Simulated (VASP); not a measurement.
# NbTe (P-6m2) in VASP: settings compared, part 2 of 4

VASP 6.6.1. The steps go on from the part before.

## Step 8: Equation of state, PBE, 21.28 Å³/atom

INCAR reads:

```
SYSTEM = NbTe
ADDGRID = .FALSE.
ALGO = Normal
EDIFF = 1E-7
ENCUT = 650
GGA = PE
ISIF = 2
ISMEAR = 0
LASPH = .TRUE.
LCHARG = .FALSE.
LREAL = .FALSE.
LWAVE = .FALSE.
NELM = 100
PREC = Accurate
SIGMA = 0.05
```

KPOINTS reads:

```
k-points
0
G
  10 10 9
  0 0 0
```

POSCAR reads:

```
NbTe
1.0
    3.6655680475      0.0000000000      0.0000000000
   -1.8327840237      3.1744750484      0.0000000000
    0.0000000000      0.0000000000      3.6568931860
Te Nb
1 1
Direct
    0.6666666667      0.3333333333      0.0000000000
    0.0000000000      0.0000000000      0.5000000000
```

Run with:

```console
$ cat potpaw_PBE.64/Te/POTCAR potpaw_PBE.64/Nb_pv/POTCAR > POTCAR
$ mpirun -np 1 vasp_std > vasp.out
```

Run time: 39 s. Hardware: 1 thread of Intel Xeon Platinum 8488C (Sapphire Rapids), shared host; peak memory 0.21 GiB.

These settings aren't checked as converged: the numbers below hold their error.

What came out:

```yaml
Free_energy: -13.4959 eV
Pressure: 4.0 GPa
Band_gap_on_the_k_mesh: none (metal or under the smearing width)
```

## Step 9: Equation of state, PBE, 22.59 Å³/atom

INCAR is that of step 8.

KPOINTS is that of step 8.

POSCAR reads:

```
NbTe
1.0
    3.7396398839      0.0000000000      0.0000000000
   -1.8698199419      3.2386231405      0.0000000000
    0.0000000000      0.0000000000      3.7307897254
Te Nb
1 1
Direct
    0.6666666667      0.3333333333      0.0000000000
    0.0000000000      0.0000000000      0.5000000000
```

Potentials or basis: VASP PAW PBE potentials, release 64 (Te, Nb_pv).

Run with:

```console
$ cat potpaw_PBE.64/Te/POTCAR potpaw_PBE.64/Nb_pv/POTCAR > POTCAR
$ mpirun -np 1 vasp_std > vasp.out
```

Wall time 34 s (1 thread of Intel Xeon Platinum 8488C (Sapphire Rapids), shared host); peak memory 0.21 GiB.

The run converged, but some of its settings lie outside the range that counts as converged, so its numbers aren't taken as properties of the crystal.

Results:

| Quantity | Value |
| --- | --- |
| Free energy | -13.4978 eV |
| Pressure | -3.3 GPa |
| Band gap on the k mesh | none (metal or under the smearing width) |

## Step 10: Equation of state, PBE, 21.28 Å³/atom

Edit INCAR of step 9 so:

```diff
@@ -4,3 +4,3 @@
 EDIFF = 1E-7
-ENCUT = 650
+ENCUT = 520
 GGA = PE
```

KPOINTS reads:

```
k-points
0
G
  12 12 11
  0 0 0
```

POSCAR reads:

```
NbTe
1.0
    3.6655680475      0.0000000000      0.0000000000
   -1.8327840237      3.1744750484      0.0000000000
    0.0000000000      0.0000000000      3.6568931860
Te Nb
1 1
Direct
    0.6666666667      0.3333333333      0.0000000000
    0.0000000000      0.0000000000      0.5000000000
```

Run with:

```console
$ cat potpaw_PBE.64/Te/POTCAR potpaw_PBE.64/Nb_pv/POTCAR > POTCAR
$ mpirun -np 1 vasp_std > vasp.out
```

It took 37 s on 1 thread of Intel Xeon Platinum 8488C (Sapphire Rapids), shared host; peak memory 0.2 GiB.

The run converged, but some of its settings lie outside the range that counts as converged, so its numbers aren't taken as properties of the crystal.

Results:

```
Free energy            : -13.5004 eV
Pressure               : 3.9 GPa
Band gap on the k mesh : none (metal or under the smearing width)
```

## Step 11: Equation of state, PBE, 22.59 Å³/atom

INCAR is that of step 10.

KPOINTS is that of step 10.

POSCAR reads:

```
NbTe
1.0
    3.7396398839      0.0000000000      0.0000000000
   -1.8698199419      3.2386231405      0.0000000000
    0.0000000000      0.0000000000      3.7307897254
Te Nb
1 1
Direct
    0.6666666667      0.3333333333      0.0000000000
    0.0000000000      0.0000000000      0.5000000000
```

Run with:

```console
$ cat potpaw_PBE.64/Te/POTCAR potpaw_PBE.64/Nb_pv/POTCAR > POTCAR
$ mpirun -np 1 vasp_std > vasp.out
```

Wall time 39 s (1 thread of Intel Xeon Platinum 8488C (Sapphire Rapids), shared host); peak memory 0.21 GiB.

These settings aren't checked as converged: the numbers below hold their error.

What came out:

```yaml
Free_energy: -13.5019 eV
Pressure: -3.4 GPa
Band_gap_on_the_k_mesh: none (metal or under the smearing width)
```

## Step 12: Equation of state, PBE, 21.28 Å³/atom

Edit INCAR of step 11 so:

```diff
@@ -4,3 +4,3 @@
 EDIFF = 1E-7
-ENCUT = 520
+ENCUT = 900
 GGA = PE
```

KPOINTS reads:

```
k-points
0
G
  10 10 9
  0 0 0
```

POSCAR reads:

```
NbTe
1.0
    3.6655680475      0.0000000000      0.0000000000
   -1.8327840237      3.1744750484      0.0000000000
    0.0000000000      0.0000000000      3.6568931860
Te Nb
1 1
Direct
    0.6666666667      0.3333333333      0.0000000000
    0.0000000000      0.0000000000      0.5000000000
```

Potentials or basis: VASP PAW PBE potentials, release 64 (Te, Nb_pv).

Run with:

```console
$ cat potpaw_PBE.64/Te/POTCAR potpaw_PBE.64/Nb_pv/POTCAR > POTCAR
$ mpirun -np 1 vasp_std > vasp.out
```

Wall time 54 s (1 thread of Intel Xeon Platinum 8488C (Sapphire Rapids), shared host); peak memory 0.27 GiB.

The run converged, but some of its settings lie outside the range that counts as converged, so its numbers aren't taken as properties of the crystal.

Results:

```
Free energy            : -13.4957 eV
Pressure               : 4.0 GPa
Band gap on the k mesh : none (metal or under the smearing width)
```

## Step 13: Equation of state, PBE, 22.59 Å³/atom

INCAR is that of step 12.

KPOINTS is that of step 12.

POSCAR reads:

```
NbTe
1.0
    3.7396398839      0.0000000000      0.0000000000
   -1.8698199419      3.2386231405      0.0000000000
    0.0000000000      0.0000000000      3.7307897254
Te Nb
1 1
Direct
    0.6666666667      0.3333333333      0.0000000000
    0.0000000000      0.0000000000      0.5000000000
```

Run with:

```console
$ cat potpaw_PBE.64/Te/POTCAR potpaw_PBE.64/Nb_pv/POTCAR > POTCAR
$ mpirun -np 1 vasp_std > vasp.out
```

Wall time 67 s (1 thread of Intel Xeon Platinum 8488C (Sapphire Rapids), shared host); peak memory 0.3 GiB.

The run converged, but some of its settings lie outside the range that counts as converged, so its numbers aren't taken as properties of the crystal.

Results:

```yaml
Free_energy: -13.4976 eV
Pressure: -3.3 GPa
Band_gap_on_the_k_mesh: none (metal or under the smearing width)
```

## Step 14: Equation of state, PBE, 21.28 Å³/atom

Edit INCAR of step 13 so:

```diff
@@ -4,3 +4,3 @@
 EDIFF = 1E-7
-ENCUT = 900
+ENCUT = 650
 GGA = PE
```

KPOINTS reads:

```
k-points
0
G
  12 12 11
  0 0 0
```

POSCAR reads:

```
NbTe
1.0
    3.6655680475      0.0000000000      0.0000000000
   -1.8327840237      3.1744750484      0.0000000000
    0.0000000000      0.0000000000      3.6568931860
Te Nb
1 1
Direct
    0.6666666667      0.3333333333      0.0000000000
    0.0000000000      0.0000000000      0.5000000000
```

Run with:

```console
$ cat potpaw_PBE.64/Te/POTCAR potpaw_PBE.64/Nb_pv/POTCAR > POTCAR
$ mpirun -np 1 vasp_std > vasp.out
```

Run time: 54 s. Hardware: 1 thread of Intel Xeon Platinum 8488C (Sapphire Rapids), shared host; peak memory 0.24 GiB.

These settings aren't checked as converged: the numbers below hold their error.

What came out:

```yaml
Free_energy: -13.5008 eV
Pressure: 4.0 GPa
Band_gap_on_the_k_mesh: none (metal or under the smearing width)
```

## Step 15: Equation of state, PBE, 22.59 Å³/atom

INCAR is that of step 14.

KPOINTS is that of step 14.

POSCAR reads:

```
NbTe
1.0
    3.7396398839      0.0000000000      0.0000000000
   -1.8698199419      3.2386231405      0.0000000000
    0.0000000000      0.0000000000      3.7307897254
Te Nb
1 1
Direct
    0.6666666667      0.3333333333      0.0000000000
    0.0000000000      0.0000000000      0.5000000000
```

Potentials or basis: VASP PAW PBE potentials, release 64 (Te, Nb_pv).

Run with:

```console
$ cat potpaw_PBE.64/Te/POTCAR potpaw_PBE.64/Nb_pv/POTCAR > POTCAR
$ mpirun -np 1 vasp_std > vasp.out
```

Run time: 39 s. Hardware: 1 thread of Intel Xeon Platinum 8488C (Sapphire Rapids), shared host; peak memory 0.25 GiB.

These settings aren't checked as converged: the numbers below hold their error.

What came out:

```
Free energy            : -13.5023 eV
Pressure               : -3.4 GPa
Band gap on the k mesh : none (metal or under the smearing width)
```

## Step 16: Equation of state, PBE, 21.28 Å³/atom

Edit INCAR of step 15 so:

```diff
@@ -4,3 +4,3 @@
 EDIFF = 1E-7
-ENCUT = 650
+ENCUT = 280
 GGA = PE
```

KPOINTS reads:

```
k-points
0
G
  3 3 3
  0 0 0
```

POSCAR reads:

```
NbTe
1.0
    3.6655680475      0.0000000000      0.0000000000
   -1.8327840237      3.1744750484      0.0000000000
    0.0000000000      0.0000000000      3.6568931860
Te Nb
1 1
Direct
    0.6666666667      0.3333333333      0.0000000000
    0.0000000000      0.0000000000      0.5000000000
```

Run with:

```console
$ cat potpaw_PBE.64/Te/POTCAR potpaw_PBE.64/Nb_pv/POTCAR > POTCAR
$ mpirun -np 1 vasp_std > vasp.out
```

Run time: 3.2 s. Hardware: 1 thread of Intel Xeon Platinum 8488C (Sapphire Rapids), shared host; peak memory 0.12 GiB.

The run converged, but some of its settings lie outside the range that counts as converged, so its numbers aren't taken as properties of the crystal.

What came out:

```yaml
Free_energy: -13.2086 eV
Pressure: 5.7 GPa
Band_gap_on_the_k_mesh: none (metal or under the smearing width)
```

Caveat: the k mesh is coarse (spacing up to 0.66 Å⁻¹), so the values aren't converged.

## Step 17: Equation of state, PBE, 22.59 Å³/atom

INCAR is that of step 16.

KPOINTS is that of step 16.

POSCAR reads:

```
NbTe
1.0
    3.7396398839      0.0000000000      0.0000000000
   -1.8698199419      3.2386231405      0.0000000000
    0.0000000000      0.0000000000      3.7307897254
Te Nb
1 1
Direct
    0.6666666667      0.3333333333      0.0000000000
    0.0000000000      0.0000000000      0.5000000000
```

Run with:

```console
$ cat potpaw_PBE.64/Te/POTCAR potpaw_PBE.64/Nb_pv/POTCAR > POTCAR
$ mpirun -np 1 vasp_std > vasp.out
```

Run time: 3.4 s. Hardware: 1 thread of Intel Xeon Platinum 8488C (Sapphire Rapids), shared host; peak memory 0.12 GiB.

These settings aren't checked as converged: the numbers below hold their error.

What came out:

```
Free energy            : -13.2444 eV
Pressure               : -2.0 GPa
Band gap on the k mesh : none (metal or under the smearing width)
```

Caveat: the k mesh is coarse (spacing up to 0.65 Å⁻¹), so the values aren't converged.

## Step 18: Equation of state, PBE, 21.28 Å³/atom

Edit INCAR of step 17 so:

```diff
@@ -4,3 +4,3 @@
 EDIFF = 1E-7
-ENCUT = 280
+ENCUT = 340
 GGA = PE
```

KPOINTS is that of step 17.

POSCAR reads:

```
NbTe
1.0
    3.6655680475      0.0000000000      0.0000000000
   -1.8327840237      3.1744750484      0.0000000000
    0.0000000000      0.0000000000      3.6568931860
Te Nb
1 1
Direct
    0.6666666667      0.3333333333      0.0000000000
    0.0000000000      0.0000000000      0.5000000000
```

Potentials or basis: VASP PAW PBE potentials, release 64 (Te, Nb_pv).

Run with:

```console
$ cat potpaw_PBE.64/Te/POTCAR potpaw_PBE.64/Nb_pv/POTCAR > POTCAR
$ mpirun -np 1 vasp_std > vasp.out
```

It took 3.9 s on 1 thread of Intel Xeon Platinum 8488C (Sapphire Rapids), shared host; peak memory 0.13 GiB.

These settings aren't checked as converged: the numbers below hold their error.

Results:

* Free energy: -13.2218 eV
* Pressure: 6.0 GPa
* Band gap on the k mesh: none (metal or under the smearing width)

Caveat: the k mesh is coarse (spacing up to 0.66 Å⁻¹), so the values aren't converged.

## Step 19: Equation of state, PBE, 22.59 Å³/atom

INCAR is that of step 18.

KPOINTS is that of step 18.

POSCAR reads:

```
NbTe
1.0
    3.7396398839      0.0000000000      0.0000000000
   -1.8698199419      3.2386231405      0.0000000000
    0.0000000000      0.0000000000      3.7307897254
Te Nb
1 1
Direct
    0.6666666667      0.3333333333      0.0000000000
    0.0000000000      0.0000000000      0.5000000000
```

Run with:

```console
$ cat potpaw_PBE.64/Te/POTCAR potpaw_PBE.64/Nb_pv/POTCAR > POTCAR
$ mpirun -np 1 vasp_std > vasp.out
```

Run time: 4 s. Hardware: 1 thread of Intel Xeon Platinum 8488C (Sapphire Rapids), shared host; peak memory 0.13 GiB.

The run converged, but some of its settings lie outside the range that counts as converged, so its numbers aren't taken as properties of the crystal.

Results:

```
Free energy            : -13.2559 eV
Pressure               : -1.7 GPa
Band gap on the k mesh : none (metal or under the smearing width)
```

Caveat: the k mesh is coarse (spacing up to 0.65 Å⁻¹), so the values aren't converged.

## Step 20: Equation of state, PBE, 21.28 Å³/atom

Edit INCAR of step 19 so:

```diff
@@ -4,3 +4,3 @@
 EDIFF = 1E-7
-ENCUT = 340
+ENCUT = 400
 GGA = PE
```

KPOINTS is that of step 19.

POSCAR reads:

```
NbTe
1.0
    3.6655680475      0.0000000000      0.0000000000
   -1.8327840237      3.1744750484      0.0000000000
    0.0000000000      0.0000000000      3.6568931860
Te Nb
1 1
Direct
    0.6666666667      0.3333333333      0.0000000000
    0.0000000000      0.0000000000      0.5000000000
```

Run with:

```console
$ cat potpaw_PBE.64/Te/POTCAR potpaw_PBE.64/Nb_pv/POTCAR > POTCAR
$ mpirun -np 1 vasp_std > vasp.out
```

Wall time 3.5 s (1 thread of Intel Xeon Platinum 8488C (Sapphire Rapids), shared host); peak memory 0.13 GiB.

The run converged, but some of its settings lie outside the range that counts as converged, so its numbers aren't taken as properties of the crystal.

What came out:

| Property | Result |
| --- | --- |
| Free energy | -13.2228 eV |
| Pressure | 6.1 GPa |
| Band gap on the k mesh | none (metal or under the smearing width) |

Caveat: the k mesh is coarse (spacing up to 0.66 Å⁻¹), so the values aren't converged.

## Step 21: Equation of state, PBE, 22.59 Å³/atom

INCAR is that of step 20.

KPOINTS is that of step 20.

POSCAR reads:

```
NbTe
1.0
    3.7396398839      0.0000000000      0.0000000000
   -1.8698199419      3.2386231405      0.0000000000
    0.0000000000      0.0000000000      3.7307897254
Te Nb
1 1
Direct
    0.6666666667      0.3333333333      0.0000000000
    0.0000000000      0.0000000000      0.5000000000
```

Potentials or basis: VASP PAW PBE potentials, release 64 (Te, Nb_pv).

Run with:

```console
$ cat potpaw_PBE.64/Te/POTCAR potpaw_PBE.64/Nb_pv/POTCAR > POTCAR
$ mpirun -np 1 vasp_std > vasp.out
```

Run time: 3.7 s. Hardware: 1 thread of Intel Xeon Platinum 8488C (Sapphire Rapids), shared host; peak memory 0.13 GiB.

The run converged, but some of its settings lie outside the range that counts as converged, so its numbers aren't taken as properties of the crystal.

Results:

* Free energy: -13.2566 eV
* Pressure: -1.6 GPa
* Band gap on the k mesh: none (metal or under the smearing width)

Caveat: the k mesh is coarse (spacing up to 0.65 Å⁻¹), so the values aren't converged.

## Step 22: Equation of state, PBE, 21.28 Å³/atom

Edit INCAR of step 21 so:

```diff
@@ -4,3 +4,3 @@
 EDIFF = 1E-7
-ENCUT = 400
+ENCUT = 460
 GGA = PE
```

KPOINTS is that of step 21.

POSCAR reads:

```
NbTe
1.0
    3.6655680475      0.0000000000      0.0000000000
   -1.8327840237      3.1744750484      0.0000000000
    0.0000000000      0.0000000000      3.6568931860
Te Nb
1 1
Direct
    0.6666666667      0.3333333333      0.0000000000
    0.0000000000      0.0000000000      0.5000000000
```

Run with:

```console
$ cat potpaw_PBE.64/Te/POTCAR potpaw_PBE.64/Nb_pv/POTCAR > POTCAR
$ mpirun -np 1 vasp_std > vasp.out
```

Run time: 4.5 s. Hardware: 1 thread of Intel Xeon Platinum 8488C (Sapphire Rapids), shared host; peak memory 0.15 GiB.

The run converged, but some of its settings lie outside the range that counts as converged, so its numbers aren't taken as properties of the crystal.

What came out:

* Free energy: -13.2233 eV
* Pressure: 6.1 GPa
* Band gap on the k mesh: none (metal or under the smearing width)

Caveat: the k mesh is coarse (spacing up to 0.66 Å⁻¹), so the values aren't converged.

## Step 23: Equation of state, PBE, 22.59 Å³/atom

INCAR is that of step 22.

KPOINTS is that of step 22.

POSCAR reads:

```
NbTe
1.0
    3.7396398839      0.0000000000      0.0000000000
   -1.8698199419      3.2386231405      0.0000000000
    0.0000000000      0.0000000000      3.7307897254
Te Nb
1 1
Direct
    0.6666666667      0.3333333333      0.0000000000
    0.0000000000      0.0000000000      0.5000000000
```

Run with:

```console
$ cat potpaw_PBE.64/Te/POTCAR potpaw_PBE.64/Nb_pv/POTCAR > POTCAR
$ mpirun -np 1 vasp_std > vasp.out
```

Run time: 5.3 s. Hardware: 1 thread of Intel Xeon Platinum 8488C (Sapphire Rapids), shared host; peak memory 0.15 GiB.

These settings aren't checked as converged: the numbers below hold their error.

What came out:

| Item | Value |
| --- | --- |
| Free energy | -13.2571 eV |
| Pressure | -1.6 GPa |
| Band gap on the k mesh | none (metal or under the smearing width) |

Caveat: the k mesh is coarse (spacing up to 0.65 Å⁻¹), so the values aren't converged.

## Step 24: Equation of state, PBE, 21.28 Å³/atom

Edit INCAR of step 23 so:

```diff
@@ -4,3 +4,3 @@
 EDIFF = 1E-7
-ENCUT = 460
+ENCUT = 280
 GGA = PE
```

KPOINTS reads:

```
k-points
0
G
  4 4 4
  0 0 0
```

POSCAR reads:

```
NbTe
1.0
    3.6655680475      0.0000000000      0.0000000000
   -1.8327840237      3.1744750484      0.0000000000
    0.0000000000      0.0000000000      3.6568931860
Te Nb
1 1
Direct
    0.6666666667      0.3333333333      0.0000000000
    0.0000000000      0.0000000000      0.5000000000
```

Potentials or basis: VASP PAW PBE potentials, release 64 (Te, Nb_pv).

Run with:

```console
$ cat potpaw_PBE.64/Te/POTCAR potpaw_PBE.64/Nb_pv/POTCAR > POTCAR
$ mpirun -np 1 vasp_std > vasp.out
```

Run time: 3.5 s. Hardware: 1 thread of Intel Xeon Platinum 8488C (Sapphire Rapids), shared host; peak memory 0.12 GiB.

The run converged, but some of its settings lie outside the range that counts as converged, so its numbers aren't taken as properties of the crystal.

Results:

```
Free energy            : -13.4733 eV
Pressure               : 3.5 GPa
Band gap on the k mesh : none (metal or under the smearing width)
```

Caveat: the k mesh is coarse (spacing up to 0.49 Å⁻¹), so the values aren't converged.

## Step 25: Equation of state, PBE, 22.59 Å³/atom

INCAR is that of step 24.

KPOINTS is that of step 24.

POSCAR reads:

```
NbTe
1.0
    3.7396398839      0.0000000000      0.0000000000
   -1.8698199419      3.2386231405      0.0000000000
    0.0000000000      0.0000000000      3.7307897254
Te Nb
1 1
Direct
    0.6666666667      0.3333333333      0.0000000000
    0.0000000000      0.0000000000      0.5000000000
```

Run with:

```console
$ cat potpaw_PBE.64/Te/POTCAR potpaw_PBE.64/Nb_pv/POTCAR > POTCAR
$ mpirun -np 1 vasp_std > vasp.out
```

Wall time 3.8 s (1 thread of Intel Xeon Platinum 8488C (Sapphire Rapids), shared host); peak memory 0.11 GiB.

These settings aren't checked as converged: the numbers below hold their error.

What came out:

| Quantity | Value |
| --- | --- |
| Free energy | -13.4750 eV |
| Pressure | -3.8 GPa |
| Band gap on the k mesh | none (metal or under the smearing width) |

Caveat: the k mesh is coarse (spacing up to 0.49 Å⁻¹), so the values aren't converged.

## Step 26: Equation of state, PBE, 21.28 Å³/atom

Edit INCAR of step 25 so:

```diff
@@ -4,3 +4,3 @@
 EDIFF = 1E-7
-ENCUT = 280
+ENCUT = 520
 GGA = PE
```

KPOINTS reads:

```
k-points
0
G
  3 3 3
  0 0 0
```

POSCAR reads:

```
NbTe
1.0
    3.6655680475      0.0000000000      0.0000000000
   -1.8327840237      3.1744750484      0.0000000000
    0.0000000000      0.0000000000      3.6568931860
Te Nb
1 1
Direct
    0.6666666667      0.3333333333      0.0000000000
    0.0000000000      0.0000000000      0.5000000000
```

Run with:

```console
$ cat potpaw_PBE.64/Te/POTCAR potpaw_PBE.64/Nb_pv/POTCAR > POTCAR
$ mpirun -np 1 vasp_std > vasp.out
```

Run time: 5.4 s. Hardware: 1 thread of Intel Xeon Platinum 8488C (Sapphire Rapids), shared host; peak memory 0.15 GiB.

The run converged, but some of its settings lie outside the range that counts as converged, so its numbers aren't taken as properties of the crystal.

Results:

| Quantity | Value |
| --- | --- |
| Free energy | -13.2241 eV |
| Pressure | 6.1 GPa |
| Band gap on the k mesh | none (metal or under the smearing width) |

Caveat: the k mesh is coarse (spacing up to 0.66 Å⁻¹), so the values aren't converged.

## Step 27: Equation of state, PBE, 22.59 Å³/atom

INCAR is that of step 26.

KPOINTS is that of step 26.

POSCAR reads:

```
NbTe
1.0
    3.7396398839      0.0000000000      0.0000000000
   -1.8698199419      3.2386231405      0.0000000000
    0.0000000000      0.0000000000      3.7307897254
Te Nb
1 1
Direct
    0.6666666667      0.3333333333      0.0000000000
    0.0000000000      0.0000000000      0.5000000000
```

Potentials or basis: VASP PAW PBE potentials, release 64 (Te, Nb_pv).

Run with:

```console
$ cat potpaw_PBE.64/Te/POTCAR potpaw_PBE.64/Nb_pv/POTCAR > POTCAR
$ mpirun -np 1 vasp_std > vasp.out
```

Wall time 5.4 s (1 thread of Intel Xeon Platinum 8488C (Sapphire Rapids), shared host); peak memory 0.15 GiB.

These settings aren't checked as converged: the numbers below hold their error.

Results:

```yaml
Free_energy: -13.2577 eV
Pressure: -1.6 GPa
Band_gap_on_the_k_mesh: none (metal or under the smearing width)
```

Caveat: the k mesh is coarse (spacing up to 0.65 Å⁻¹), so the values aren't converged.

(Part 2 of 4 ends here.)
